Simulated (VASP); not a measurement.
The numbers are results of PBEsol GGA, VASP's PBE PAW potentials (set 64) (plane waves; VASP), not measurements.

VASP ran on this input.

POSCAR:
```
BN
1
    2.5423464809     0.0000000000    -0.0000000000
   -1.2711732405     2.2017362105     0.0000000000
    0.0000000000     0.0000000000     4.2053300603
B N
2 2
Direct
  0.6666670000   0.3333330000   0.0003383763
  0.3333330000   0.6666670000   0.5003383763
  0.6666670000   0.3333330000   0.3746616237
  0.3333330000   0.6666670000   0.8746616237
```

INCAR:
```
# general
SYSTEM = BN
PREC   = Accurate
ENCUT  = 520
LREAL  = .FALSE.   # projection in real space or not
LASPH  = .TRUE.   # aspherical one-centre terms

# electronic loop
EDIFF  = 1E-6
NELM   = 100   # most electronic steps
ALGO   = Normal   # blocked Davidson

# smearing
ISMEAR = 0   # Gaussian
SIGMA  = 0.05   # width (eV)

# functional
GGA    = PS

# ions
IBRION = 2   # conjugate gradients
NSW    = 60
ISIF   = 3   # ions, shape and volume
EDIFFG = -0.02   # ionic stop

# output
LWAVE  = .FALSE.
LCHARG = .FALSE.
```

### KPOINTS
```
Regular mesh
0
G
  9 9 5
0 0 0
```

POTCAR, in this order: B N (PBE.64 set). Program: vasp_std.

What VASP printed:

**OSZICAR**
```
       N       E                     dE             d eps       ncg     rms          rms(c)
DAV:   1     0.473475629952E+02    0.47348E+02   -0.87596E+03   864   0.130E+03
DAV:   2    -0.360913426137E+02   -0.83439E+02   -0.78607E+02  1236   0.274E+02
DAV:   3    -0.385277987975E+02   -0.24365E+01   -0.24292E+01  1144   0.461E+01
DAV:   4    -0.385398984375E+02   -0.12100E-01   -0.12093E-01  1080   0.346E+00
DAV:   5    -0.385400375429E+02   -0.13911E-03   -0.13909E-03  1128   0.344E-01    0.931E+00
DAV:   6    -0.368359263167E+02    0.17041E+01   -0.43609E+00  1088   0.172E+01    0.456E+00
DAV:   7    -0.366681492457E+02    0.16778E+00   -0.22538E-01  1032   0.451E+00    0.266E+00
DAV:   8    -0.366265690682E+02    0.41580E-01   -0.68594E-02   980   0.231E+00    0.213E-01
DAV:   9    -0.366257558863E+02    0.81318E-03   -0.21192E-03  1120   0.468E-01    0.115E-01
DAV:  10    -0.366258205491E+02   -0.64663E-04   -0.19918E-04  1052   0.139E-01    0.215E-02
DAV:  11    -0.366258192850E+02    0.12641E-05   -0.36685E-05  1124   0.523E-02    0.106E-02
DAV:  12    -0.366258198180E+02   -0.53292E-06   -0.38842E-06  1056   0.195E-02
   1 F= -.36625820E+02 E0= -.36625820E+02  d E =-.366258E+02
```

### OUTCAR
```
------------------------ aborting loop because EDIFF is reached ----------------------------------------
  FORCE on cell =-STRESS in cart. coord.  units (eV):
  Direction    XX          YY          ZZ          XY          YZ          ZX
  --------------------------------------------------------------------------------------
  Total        0.0000794      0.0000794     -0.0013586     -0.0000000      0.0000000      0.0000000
  in kB        0.0054075      0.0054075     -0.0924735     -0.0000000      0.0000000      0.0000000
  external PRESSURE =      -0.0272195 kB  Pullay stress =       0.0000000 kB
  volume of cell :       23.54
      direct lattice vectors                 reciprocal lattice vectors
     2.542346481  0.000000000  0.000000000     0.393337418  0.227093508  0.000000000
    -1.271173241  2.201736211  0.000000000     0.000000000  0.454187016  0.000000000
     0.000000000  0.000000000  4.205330060     0.000000000  0.000000000  0.237793463
  FREE ENERGIE OF THE ION-ELECTRON SYSTEM (eV)
  ---------------------------------------------------
  free  energy   TOTEN  =       -36.6258198180 eV

  energy  without entropy=      -36.6258198180  energy(sigma->0) =      -36.62581982

 reached required accuracy - stopping structural energy minimisation
```
(Selected blocks of OUTCAR.)

The structure comes from a measured BN entry (P6_3mc) of the Crystallography Open Database, whose conditions weren't checked. It was relaxed first. The start is the result of an earlier pass.
